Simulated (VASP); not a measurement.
# LiVSe3: single point with PBE

Crystal: LiVSe3.

```xyz
5
Lattice="4.9681 0.0000 0.0000 0.0000 4.9681 0.0000 0.0000 0.0000 4.9681" Properties=species:S:1:pos:R:3 pbc="T T T"
Li    0.0000    0.0000    0.0000
V     2.4840    2.4840    2.4840
Se    2.4840    2.4840    0.0000
Se    2.4840    0.0000    2.4840
Se    0.0000    2.4840    2.4840
```

The cell comes from a database or a generator and needn't be the stable form of this composition.

- Program: VASP 6.6.1
- Task: single point
- Functional: PBE
- Potentials or basis: VASP PAW PBE potentials, release 64 (Li_sv, V_sv, Se)
- Cutoff: 520 eV
- k mesh: 4 × 4 × 4
- Occupations: gaussian, width 0.05 eV
- Spin: no spin polarisation
- Dipole correction: no
- Further INCAR settings: ALGO = Normal; EDIFF = 1e-07; NBANDS = 25

```json
{
  "Band gap on the k mesh": "none (metal or under the smearing width)"
}
```

Levels at points of the mesh, in eV from the Fermi level:
| k point | band 14 | band 15 | band 16 | band 17 | band 18 | band 19 | band 20 | band 21 |
| --- | --- | --- | --- | --- | --- | --- | --- | --- |
| (0.00, 0.00, 0.00) | -0.83 | -0.78 | -0.78 | -0.78 | -0.15 | -0.15 | -0.15 | 0.16 |
| (0.50, 0.00, 0.00) | -2.50 | -1.36 | -0.76 | -0.33 | -0.33 | 0.17 | 0.79 | 0.79 |
| (0.50, 0.50, 0.00) | -2.52 | -1.92 | -1.92 | 0.54 | 0.61 | 0.67 | 0.84 | 0.84 |
| (0.50, 0.50, 0.50) | -3.56 | 0.59 | 0.59 | 0.59 | 0.65 | 0.65 | 0.65 | 2.22 |

Run time: 44 s on 1 thread of Intel(R) Xeon(R) Platinum 8259CL CPU @ 2.50GHz (Skylake/Cascade Lake) (shared host), peak memory 0.25 GiB.

Caveat: the run has no spin polarisation, though such a crystal can be magnetic. With open d or f shells a metallic result of PBE can be an artefact of self-interaction; +U or a hybrid may open a gap.
